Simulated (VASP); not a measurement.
## SiC (Moissanite): what each functional gives, and what it costs

Aim: compute the gap of SiC (Moissanite) from the cheapest level upwards and hold each value against experiment. The levels: LDA, PBE, r2SCAN, TB-mBJ, TPSS and HSE06. LASPH is on for some levels and off for others; the table marks which. The start is a cell from a database of measured crystal structures.

Calculated with VASP 6.6.1; LDA; plane waves and PAW (Si, C), in the first sound run; inputs show where later runs differ.

Experimental background.

“Charge spill-out and work function of few-layer graphene on SiC(0001)” (2018, arxiv:1806.04908) quotes from earlier work for SiC, 6H (bulk crystal, literature): band gap (indirect gap, experimental literature value) 3.03 eV [Literature value cited in passing in the theory part; temperature and measurement method …].

Report form: the programs' logs are mostly left out.

## 1. The starting structure

The structure is hexagonal, space group P6_3mc (No. 186). Conventional cell: a = 3.081 Å, b = 3.081 Å, c = 15.125 Å, α = 90.00°, β = 90.00°, γ = 120.00°. Si has 4 C at 1.88 to 1.90 Å nearest. Nearest to Si lie 4 C at 1.89 Å. C has 4 Si at 1.88 to 1.89 Å nearest. Nearest to C lie 4 Si at 1.89 Å. Nearest to C lie 4 Si at 1.89 to 1.90 Å. Farther neighbours are not listed.

Structure file:

```cif
data_structure
_symmetry_space_group_name_H-M 'P 1'
_symmetry_Int_Tables_number 1
_cell_length_a 3.0810
_cell_length_b 3.0810
_cell_length_c 15.1248
_cell_angle_alpha 90.000
_cell_angle_beta 90.000
_cell_angle_gamma 120.000
_cell_volume 124.34
loop_
_atom_site_label
_atom_site_type_symbol
_atom_site_fract_x
_atom_site_fract_y
_atom_site_fract_z
_atom_site_occupancy
Si1 Si 0.00000 0.00000 0.00000 1
Si2 Si 0.00000 0.00000 0.50000 1
Si3 Si 0.33333 0.66667 0.16640 1
Si4 Si 0.66667 0.33333 0.66640 1
Si5 Si 0.66667 0.33333 0.33290 1
Si6 Si 0.33333 0.66667 0.83290 1
C7 C 0.33333 0.66667 0.04120 1
C8 C 0.66667 0.33333 0.54120 1
C9 C 0.66667 0.33333 0.20800 1
C10 C 0.33333 0.66667 0.70800 1
C11 C 0.00000 0.00000 0.37460 1
C12 C 0.00000 0.00000 0.87460 1
```

## 2. Bands with LDA

The mesh alone shows little of the dispersion and can miss band extrema, so KPOINTS_OPT adds a path through the symmetry points after the self-consistent cycle. LDA, the lowest rung, knows the local density alone.

INCAR

```
SYSTEM = SiC
PREC = Accurate
ENCUT = 520
EDIFF = 1E-06
NELM = 100
ISMEAR = 0
SIGMA = 0.02
LREAL = .FALSE.
ALGO = Normal
GGA = CA
NBANDS = 52
LORBIT = 11
LWAVE = .FALSE.
LCHARG = .FALSE.
KPAR = 2
NCORE = 4
```

POSCAR

```
SiC
1.0
    3.0810000000      0.0000000000      0.0000000000
   -1.5405000000      2.6682242691      0.0000000000
    0.0000000000      0.0000000000     15.1248000000
Si C
6 6
Direct
    0.0000000000      0.0000000000      0.0000000000
    0.0000000000      0.0000000000      0.5000000000
    0.3333333333      0.6666666667      0.1664000000
    0.6666666667      0.3333333333      0.6664000000
    0.6666666667      0.3333333333      0.3329000000
    0.3333333333      0.6666666667      0.8329000000
    0.3333333333      0.6666666667      0.0412000000
    0.6666666667      0.3333333333      0.5412000000
    0.6666666667      0.3333333333      0.2080000000
    0.3333333333      0.6666666667      0.7080000000
    0.0000000000      0.0000000000      0.3746000000
    0.0000000000      0.0000000000      0.8746000000
```

KPOINTS

```
Automatic mesh
0
Gamma
5 5 1
0 0 0
```

KPOINTS_OPT

```
Line mode
12
Line-mode
Reciprocal
  0.00000000   0.00000000   0.00000000 GAMMA
  0.50000000   0.00000000   0.00000000 M

  0.50000000   0.00000000   0.00000000 M
  0.33333333   0.33333333   0.00000000 K

  0.33333333   0.33333333   0.00000000 K
  0.00000000   0.00000000   0.00000000 GAMMA

  0.00000000   0.00000000   0.00000000 GAMMA
  0.00000000   0.00000000   0.50000000 A

  0.00000000   0.00000000   0.50000000 A
  0.50000000   0.00000000   0.50000000 L

  0.50000000   0.00000000   0.50000000 L
  0.33333333   0.33333333   0.50000000 H

  0.33333333   0.33333333   0.50000000 H
  0.00000000   0.00000000   0.50000000 A

  0.50000000   0.00000000   0.50000000 L
  0.50000000   0.00000000   0.00000000 M

  0.33333333   0.33333333   0.00000000 K
  0.33333333   0.33333333   0.50000000 H
```

PAW data sets: Si and C (PBE family, release 64).

Run with:

```sh
$ mpirun -np 8 vasp_std
```

Run time: 41 s. Hardware: 8 MPI ranks of AMD EPYC 9R45, shared host; peak memory 1.2 GiB; 5.1 min of CPU time.

The PAW data sets were made with PBE, though LDA sets exist; this is a small mismatch. At this level the cell is under a tension of 3.1 GPa, so at these settings it is away from equilibrium.

Numbers from this step:

```
SCF cycles                        : 14
electrons                         : 48
bands                             : 52
irreducible k-points              : 5
symmetry operations               : 12
free energy (TOTEN)               : -99.4040 eV
Fermi energy                      : 8.061 eV
pressure                          : -3.096 GPa
metallic                          : no
least gap on mesh and path        : 1.946 eV
least direct gap on mesh and path : 3.069 eV
valence top at k                  : 0, 0, 0
conduction bottom at k            : 0.5, 0, 0.2273
least direct gap at k             : 0.5, 0, 0
```

Electronic bands along the path, in eV, zero at the valence-band top; v1 is the highest filled band, c1 the lowest empty one:

| point | v4 | v3 | v2 | v1 | c1 | c2 | c3 | c4 |
| --- | --- | --- | --- | --- | --- | --- | --- | --- |
| Γ | -0.29 | -0.04 | 0.00 | 0.00 | 5.13 | 5.29 | 5.70 | 6.21 |
| 0.55 of the way | -1.29 | -1.21 | -0.82 | -0.63 | 3.32 | 3.50 | 4.08 | 4.71 |
| M | -1.86 | -1.78 | -1.68 | -1.12 | 1.95 | 2.13 | 3.13 | 3.82 |
| 0.55 of the way | -2.53 | -2.25 | -2.10 | -1.79 | 2.84 | 3.52 | 4.38 | 4.92 |
| K | -3.18 | -2.23 | -2.10 | -2.10 | 3.39 | 3.39 | 3.66 | 4.96 |
| 0.45 of the way | -2.02 | -1.84 | -1.34 | -0.89 | 4.56 | 4.57 | 4.72 | 4.93 |
| Γ | -0.29 | -0.04 | 0.00 | 0.00 | 5.13 | 5.29 | 5.70 | 6.21 |
| 0.45 of the way | -0.21 | -0.20 | -0.02 | -0.02 | 5.14 | 5.26 | 5.76 | 6.12 |
| A | -0.10 | -0.10 | -0.10 | -0.10 | 5.19 | 5.19 | 5.92 | 5.92 |
| 0.45 of the way | -0.91 | -0.91 | -0.62 | -0.62 | 3.96 | 3.96 | 4.84 | 4.84 |
| L | -1.73 | -1.73 | -1.32 | -1.32 | 1.99 | 1.99 | 3.35 | 3.35 |
| 0.55 of the way | -2.73 | -2.73 | -1.74 | -1.74 | 3.24 | 3.24 | 4.35 | 4.35 |
| H | -2.66 | -2.66 | -2.29 | -2.29 | 3.57 | 3.57 | 4.23 | 4.23 |
| 0.55 of the way | -1.69 | -1.69 | -0.75 | -0.75 | 4.82 | 4.82 | 5.17 | 5.17 |
| A | -0.10 | -0.10 | -0.10 | -0.10 | 5.19 | 5.19 | 5.92 | 5.92 |
| jump to L | -1.73 | -1.73 | -1.32 | -1.32 | 1.99 | 1.99 | 3.35 | 3.35 |
| 0.55 of the way | -2.05 | -1.66 | -1.57 | -1.16 | 1.95 | 2.09 | 3.19 | 3.62 |
| M | -1.86 | -1.78 | -1.68 | -1.12 | 1.95 | 2.13 | 3.13 | 3.82 |
| jump to K | -3.18 | -2.23 | -2.10 | -2.10 | 3.39 | 3.39 | 3.66 | 4.96 |
| 0.45 of the way | -3.03 | -2.33 | -2.17 | -2.17 | 3.46 | 3.46 | 3.79 | 4.76 |
| H | -2.66 | -2.66 | -2.29 | -2.29 | 3.57 | 3.57 | 4.23 | 4.23 |

Of the projections kept (Si, C), the largest for each band there; the rest of the weight can lie on other orbitals:

| point | v4 | v3 | v2 | v1 | c1 | c2 | c3 | c4 |
| --- | --- | --- | --- | --- | --- | --- | --- | --- |
| Γ | C 0.84 | C 0.89 | C 0.90 | C 0.90 | Si 0.58 | Si 0.60 | Si 0.59 | Si 0.60 |
| M | C 0.67 | C 0.67 | C 0.68 | C 0.73 | C 0.60 | Si 0.56 | Si 0.72 | C 0.57 |
| K | C 0.58 | C 0.64 | C 0.64 | C 0.64 | Si 0.55 | Si 0.55 | Si 0.57 | C 0.80 |
| Γ | C 0.84 | C 0.89 | C 0.90 | C 0.90 | Si 0.58 | Si 0.60 | Si 0.59 | Si 0.60 |
| A | C 0.88 | C 0.88 | C 0.88 | C 0.88 | Si 0.59 | Si 0.59 | Si 0.61 | Si 0.61 |
| L | C 0.68 | C 0.68 | C 0.71 | C 0.71 | Si 0.50 | Si 0.50 | Si 0.63 | Si 0.63 |

Force by atom:

| atom | x (eV/Å) | y (eV/Å) | z (eV/Å) | size |
| --- | --- | --- | --- | --- |
| Si1 | 0.000 | 0.000 | -0.134 | 0.134 |
| Si2 | 0.000 | 0.000 | -0.134 | 0.134 |
| Si3 | 0.000 | 0.000 | 0.005 | 0.005 |
| Si4 | 0.000 | 0.000 | 0.005 | 0.005 |
| Si5 | 0.000 | 0.000 | 0.103 | 0.103 |
| Si6 | 0.000 | 0.000 | 0.103 | 0.103 |
| C7 | 0.000 | 0.000 | 0.167 | 0.167 |
| C8 | 0.000 | 0.000 | 0.167 | 0.167 |
| C9 | 0.000 | 0.000 | -0.045 | 0.045 |
| C10 | 0.000 | 0.000 | -0.045 | 0.045 |
| C11 | 0.000 | 0.000 | -0.096 | 0.096 |
| C12 | 0.000 | 0.000 | -0.096 | 0.096 |

The gap is 1.95 eV, indirect, from Γ to a point between the labelled ones. The gap lies -1.08 eV from the measured 3.03 eV.

## 3. Bands with PBE

This step: PBE; plane waves and PAW (Si, C) (VASP 6.6.1).

PBE, the usual starting point, adds the gradient of the density.

Edit INCAR of step 2 so:

```diff
@@ -9,3 +9,3 @@
 ALGO = Normal
-GGA = CA
+GGA = PE
 NBANDS = 52
```

POSCAR is that of step 2.

KPOINTS is that of step 2.

KPOINTS_OPT is that of step 2.

Run with:

```sh
$ mpirun -np 8 vasp_std
```

The job ended after 42 s (8 MPI ranks; peak memory 1.3 GiB).

At this level the cell is under a pressure of 2.9 GPa, so at these settings it is away from equilibrium.

Numbers from this step:

| Quantity | Value |
| --- | --- |
| free energy (TOTEN) | -90.2432 eV |
| Fermi energy | 8.302 eV |
| pressure | 2.873 GPa |
| least gap on mesh and path | 2.001 eV |
| least direct gap on mesh and path | 3.111 eV |

Electronic bands along the path, in eV, zero at the valence-band top; v1 is the highest filled band, c1 the lowest empty one:

| point | v4 | v3 | v2 | v1 | c1 | c2 | c3 | c4 |
| --- | --- | --- | --- | --- | --- | --- | --- | --- |
| Γ | -0.29 | -0.04 | 0.00 | 0.00 | 5.16 | 5.33 | 5.74 | 6.25 |
| 0.55 of the way | -1.28 | -1.20 | -0.81 | -0.62 | 3.40 | 3.58 | 4.18 | 4.79 |
| M | -1.84 | -1.76 | -1.66 | -1.10 | 2.01 | 2.20 | 3.21 | 3.88 |
| 0.55 of the way | -2.51 | -2.23 | -2.08 | -1.77 | 2.91 | 3.58 | 4.47 | 4.98 |
| K | -3.14 | -2.21 | -2.07 | -2.07 | 3.48 | 3.48 | 3.73 | 5.03 |
| 0.45 of the way | -2.01 | -1.82 | -1.33 | -0.87 | 4.63 | 4.65 | 4.79 | 5.00 |
| Γ | -0.29 | -0.04 | 0.00 | 0.00 | 5.16 | 5.33 | 5.74 | 6.25 |
| 0.45 of the way | -0.21 | -0.20 | -0.02 | -0.02 | 5.18 | 5.30 | 5.80 | 6.16 |
| A | -0.09 | -0.09 | -0.09 | -0.09 | 5.23 | 5.23 | 5.97 | 5.97 |
| 0.45 of the way | -0.90 | -0.90 | -0.62 | -0.62 | 4.04 | 4.04 | 4.93 | 4.93 |
| L | -1.72 | -1.72 | -1.31 | -1.31 | 2.05 | 2.05 | 3.43 | 3.43 |
| 0.55 of the way | -2.70 | -2.70 | -1.72 | -1.72 | 3.30 | 3.30 | 4.43 | 4.43 |
| H | -2.63 | -2.63 | -2.26 | -2.26 | 3.67 | 3.67 | 4.31 | 4.31 |
| 0.55 of the way | -1.68 | -1.68 | -0.74 | -0.74 | 4.90 | 4.90 | 5.26 | 5.26 |
| A | -0.09 | -0.09 | -0.09 | -0.09 | 5.23 | 5.23 | 5.97 | 5.97 |
| jump to L | -1.72 | -1.72 | -1.31 | -1.31 | 2.05 | 2.05 | 3.43 | 3.43 |
| 0.55 of the way | -2.03 | -1.64 | -1.55 | -1.15 | 2.00 | 2.16 | 3.27 | 3.69 |
| M | -1.84 | -1.76 | -1.66 | -1.10 | 2.01 | 2.20 | 3.21 | 3.88 |
| jump to K | -3.14 | -2.21 | -2.07 | -2.07 | 3.48 | 3.48 | 3.73 | 5.03 |
| 0.45 of the way | -3.00 | -2.31 | -2.15 | -2.15 | 3.55 | 3.55 | 3.87 | 4.83 |
| H | -2.63 | -2.63 | -2.26 | -2.26 | 3.67 | 3.67 | 4.31 | 4.31 |

Of the projections kept (Si, C), the largest for each band there; the rest of the weight can lie on other orbitals:

| point | v4 | v3 | v2 | v1 | c1 | c2 | c3 | c4 |
| --- | --- | --- | --- | --- | --- | --- | --- | --- |
| Γ | C 0.84 | C 0.89 | C 0.90 | C 0.90 | Si 0.59 | Si 0.60 | Si 0.59 | Si 0.59 |
| M | C 0.67 | C 0.67 | C 0.68 | C 0.72 | C 0.59 | Si 0.57 | Si 0.73 | C 0.56 |
| K | C 0.58 | C 0.64 | C 0.64 | C 0.64 | Si 0.56 | Si 0.56 | Si 0.58 | C 0.80 |
| Γ | C 0.84 | C 0.89 | C 0.90 | C 0.90 | Si 0.59 | Si 0.60 | Si 0.59 | Si 0.59 |
| A | C 0.88 | C 0.88 | C 0.88 | C 0.88 | Si 0.59 | Si 0.59 | Si 0.60 | Si 0.60 |
| L | C 0.68 | C 0.68 | C 0.71 | C 0.71 | Si 0.51 | Si 0.51 | Si 0.64 | Si 0.64 |

Force by atom:

| atom | x (eV/Å) | y (eV/Å) | z (eV/Å) | size |
| --- | --- | --- | --- | --- |
| Si1 | 0.000 | 0.000 | -0.144 | 0.144 |
| Si2 | 0.000 | 0.000 | -0.144 | 0.144 |
| Si3 | 0.000 | 0.000 | 0.007 | 0.007 |
| Si4 | 0.000 | 0.000 | 0.007 | 0.007 |
| Si5 | 0.000 | 0.000 | 0.108 | 0.108 |
| Si6 | 0.000 | 0.000 | 0.108 | 0.108 |
| C7 | 0.000 | 0.000 | 0.167 | 0.167 |
| C8 | 0.000 | 0.000 | 0.167 | 0.167 |
| C9 | 0.000 | 0.000 | -0.048 | 0.048 |
| C10 | 0.000 | 0.000 | -0.048 | 0.048 |
| C11 | 0.000 | 0.000 | -0.090 | 0.090 |
| C12 | 0.000 | 0.000 | -0.090 | 0.090 |

The gap is 2.00 eV, indirect, from Γ to a point between the labelled ones. Against LDA that is +0.05 eV; the cost is about the same. The gap lies -1.03 eV from the measured 3.03 eV.

## 4. Bands with r2SCAN

This step: r2SCAN; plane waves and PAW (Si, C) (VASP 6.6.1).

r2SCAN adds the kinetic-energy density, costs more than a GGA and is run with LASPH.

Edit INCAR of step 3 so:

```diff
@@ -9,3 +9,4 @@
 ALGO = Normal
-GGA = PE
+METAGGA = R2SCAN
+LASPH = .TRUE.
 NBANDS = 52
```

POSCAR is that of step 3.

KPOINTS is that of step 3.

KPOINTS_OPT is that of step 3.

Run with:

```sh
$ mpirun -np 8 vasp_std
```

Wall time 1.8 min (8 MPI ranks); peak memory 1.4 GiB; 14 min of CPU time.

The PAW data sets were made with PBE, which is usual practice but a small mismatch for other functionals.

The electronic bands at the labelled points (eV, zero at the valence-band top; v1 is the highest filled band, c1 the lowest empty one):

| point | v4 | v3 | v2 | v1 | c1 | c2 | c3 | c4 |
| --- | --- | --- | --- | --- | --- | --- | --- | --- |
| Γ | -0.30 | -0.03 | 0.00 | 0.00 | 5.73 | 5.91 | 6.31 | 6.83 |
| 0.55 of the way | -1.33 | -1.25 | -0.84 | -0.65 | 3.86 | 4.04 | 4.67 | 5.30 |
| M | -1.92 | -1.85 | -1.71 | -1.16 | 2.38 | 2.60 | 3.67 | 4.34 |
| 0.55 of the way | -2.62 | -2.31 | -2.16 | -1.85 | 3.32 | 4.02 | 4.94 | 5.50 |
| K | -3.24 | -2.31 | -2.17 | -2.17 | 3.93 | 3.93 | 4.20 | 5.55 |
| 0.45 of the way | -2.09 | -1.90 | -1.38 | -0.91 | 5.14 | 5.14 | 5.29 | 5.52 |
| Γ | -0.30 | -0.03 | 0.00 | 0.00 | 5.73 | 5.91 | 6.31 | 6.83 |
| 0.45 of the way | -0.22 | -0.20 | -0.02 | -0.02 | 5.74 | 5.87 | 6.37 | 6.74 |
| A | -0.10 | -0.10 | -0.10 | -0.10 | 5.80 | 5.80 | 6.55 | 6.55 |
| 0.45 of the way | -0.94 | -0.94 | -0.65 | -0.65 | 4.52 | 4.52 | 5.45 | 5.45 |
| L | -1.79 | -1.79 | -1.37 | -1.37 | 2.44 | 2.44 | 3.89 | 3.89 |
| 0.55 of the way | -2.80 | -2.80 | -1.80 | -1.80 | 3.73 | 3.73 | 4.91 | 4.91 |
| H | -2.73 | -2.73 | -2.35 | -2.35 | 4.11 | 4.11 | 4.79 | 4.79 |
| 0.55 of the way | -1.74 | -1.74 | -0.78 | -0.78 | 5.41 | 5.41 | 5.78 | 5.78 |
| A | -0.10 | -0.10 | -0.10 | -0.10 | 5.80 | 5.80 | 6.55 | 6.55 |
| jump to L | -1.79 | -1.79 | -1.37 | -1.37 | 2.44 | 2.44 | 3.89 | 3.89 |
| 0.55 of the way | -2.11 | -1.70 | -1.63 | -1.21 | 2.38 | 2.55 | 3.73 | 4.15 |
| M | -1.92 | -1.85 | -1.71 | -1.16 | 2.38 | 2.60 | 3.67 | 4.34 |
| jump to K | -3.24 | -2.31 | -2.17 | -2.17 | 3.93 | 3.93 | 4.20 | 5.55 |
| 0.45 of the way | -3.10 | -2.40 | -2.24 | -2.24 | 4.00 | 4.00 | 4.34 | 5.34 |
| H | -2.73 | -2.73 | -2.35 | -2.35 | 4.11 | 4.11 | 4.79 | 4.79 |

Of the projections kept (Si, C), the largest for each band there; the rest of the weight can lie on other orbitals:

| point | v4 | v3 | v2 | v1 | c1 | c2 | c3 | c4 |
| --- | --- | --- | --- | --- | --- | --- | --- | --- |
| Γ | C 0.83 | C 0.89 | C 0.89 | C 0.89 | Si 0.60 | Si 0.61 | Si 0.59 | Si 0.60 |
| M | C 0.66 | C 0.67 | C 0.68 | C 0.72 | C 0.56 | Si 0.59 | Si 0.74 | C 0.55 |
| K | C 0.58 | C 0.63 | C 0.64 | C 0.64 | Si 0.58 | Si 0.58 | Si 0.59 | C 0.78 |
| Γ | C 0.83 | C 0.89 | C 0.89 | C 0.89 | Si 0.60 | Si 0.61 | Si 0.59 | Si 0.60 |
| A | C 0.87 | C 0.87 | C 0.87 | C 0.87 | Si 0.60 | Si 0.60 | Si 0.61 | Si 0.61 |
| L | C 0.68 | C 0.68 | C 0.70 | C 0.70 | Si 0.53 | Si 0.53 | Si 0.66 | Si 0.66 |

The gap is 2.38 eV, indirect, from Γ to a point between the labelled ones. Against LDA that is +0.43 eV; this run took 2.7 times the core time. The gap lies -0.65 eV from the measured 3.03 eV.

## 5. Bands with TB-mBJ

This step: TB-mBJ; plane waves and PAW (Si, C) (VASP 6.6.1).

TB-mBJ is a local potential fitted to gaps: it costs far less than a hybrid but gives no energy.

Edit INCAR of step 4 so:

```diff
@@ -4,3 +4,3 @@
 EDIFF = 1E-06
-NELM = 100
+NELM = 150
 ISMEAR = 0
@@ -9,3 +9,3 @@
 ALGO = Normal
-METAGGA = R2SCAN
+METAGGA = MBJ
 LASPH = .TRUE.
```

POSCAR is that of step 4.

KPOINTS is that of step 4.

KPOINTS_OPT is that of step 4.

Run with:

```sh
$ mpirun -np 8 vasp_std
```

Wall time 43 s (8 MPI ranks); peak memory 1.4 GiB.

This functional is a potential without an energy, so its energies, forces and stress mean nothing and are not read.

The electronic bands at the labelled points (eV, zero at the valence-band top; v1 is the highest filled band, c1 the lowest empty one):

| point | v4 | v3 | v2 | v1 | c1 | c2 | c3 | c4 |
| --- | --- | --- | --- | --- | --- | --- | --- | --- |
| Γ | -0.30 | -0.03 | 0.00 | 0.00 | 5.95 | 6.12 | 6.50 | 7.00 |
| 0.55 of the way | -1.29 | -1.21 | -0.81 | -0.66 | 4.32 | 4.53 | 5.07 | 5.73 |
| M | -1.85 | -1.78 | -1.62 | -1.15 | 2.96 | 3.15 | 4.16 | 4.83 |
| 0.55 of the way | -2.50 | -2.19 | -2.05 | -1.77 | 3.85 | 4.50 | 5.42 | 5.92 |
| K | -3.03 | -2.20 | -2.08 | -2.08 | 4.45 | 4.45 | 4.68 | 5.96 |
| 0.45 of the way | -1.98 | -1.81 | -1.33 | -0.88 | 5.55 | 5.60 | 5.71 | 5.89 |
| Γ | -0.30 | -0.03 | 0.00 | 0.00 | 5.95 | 6.12 | 6.50 | 7.00 |
| 0.45 of the way | -0.22 | -0.19 | -0.02 | -0.02 | 5.96 | 6.09 | 6.56 | 6.92 |
| A | -0.10 | -0.10 | -0.10 | -0.10 | 6.02 | 6.02 | 6.73 | 6.73 |
| 0.45 of the way | -0.90 | -0.90 | -0.64 | -0.64 | 4.96 | 4.96 | 5.82 | 5.82 |
| L | -1.72 | -1.72 | -1.34 | -1.34 | 3.01 | 3.01 | 4.36 | 4.36 |
| 0.55 of the way | -2.62 | -2.62 | -1.73 | -1.73 | 4.22 | 4.22 | 5.39 | 5.39 |
| H | -2.57 | -2.57 | -2.24 | -2.24 | 4.63 | 4.63 | 5.23 | 5.23 |
| 0.55 of the way | -1.64 | -1.64 | -0.76 | -0.76 | 5.81 | 5.81 | 6.20 | 6.20 |
| A | -0.10 | -0.10 | -0.10 | -0.10 | 6.02 | 6.02 | 6.73 | 6.73 |
| jump to L | -1.72 | -1.72 | -1.34 | -1.34 | 3.01 | 3.01 | 4.36 | 4.36 |
| 0.55 of the way | -2.02 | -1.62 | -1.58 | -1.19 | 2.96 | 3.11 | 4.21 | 4.62 |
| M | -1.85 | -1.78 | -1.62 | -1.15 | 2.96 | 3.15 | 4.16 | 4.83 |
| jump to K | -3.03 | -2.20 | -2.08 | -2.08 | 4.45 | 4.45 | 4.68 | 5.96 |
| 0.45 of the way | -2.90 | -2.29 | -2.14 | -2.14 | 4.52 | 4.52 | 4.80 | 5.75 |
| H | -2.57 | -2.57 | -2.24 | -2.24 | 4.63 | 4.63 | 5.23 | 5.23 |

Of the projections kept (Si, C), the largest for each band there; the rest of the weight can lie on other orbitals:

| point | v4 | v3 | v2 | v1 | c1 | c2 | c3 | c4 |
| --- | --- | --- | --- | --- | --- | --- | --- | --- |
| Γ | C 0.83 | C 0.87 | C 0.88 | C 0.88 | Si 0.57 | Si 0.59 | Si 0.57 | Si 0.58 |
| M | C 0.68 | C 0.68 | C 0.69 | C 0.72 | C 0.55 | Si 0.58 | Si 0.72 | C 0.54 |
| K | C 0.60 | C 0.65 | C 0.65 | C 0.65 | Si 0.58 | Si 0.58 | Si 0.59 | C 0.77 |
| Γ | C 0.83 | C 0.87 | C 0.88 | C 0.88 | Si 0.57 | Si 0.59 | Si 0.57 | Si 0.58 |
| A | C 0.86 | C 0.86 | C 0.86 | C 0.86 | Si 0.58 | Si 0.58 | Si 0.59 | Si 0.59 |
| L | C 0.69 | C 0.69 | C 0.71 | C 0.71 | Si 0.53 | Si 0.53 | Si 0.65 | Si 0.65 |

The gap is 2.95 eV, indirect, from Γ to a point between the labelled ones. Against LDA that is +1.01 eV; the cost is about the same. The gap lies -0.08 eV from the measured 3.03 eV.

(Part 1 of 2 ends here.)

[Lines on the potential files, build, host, timing and source positions are cut from VASP's logs without a mark.]

[Logs are printed without paths, hosts, clocks, repeated set-up lines and the standing remarks that a program may print on its own settings, such as how far it seeks lower states.]

[Hosts, paths, dates, database ids (printed as entryN), source tags and the programs' standing remarks are cut or masked in the printed files.]

[A measured line is paired with the nearest computed mode of its activity, which favours agreement.]
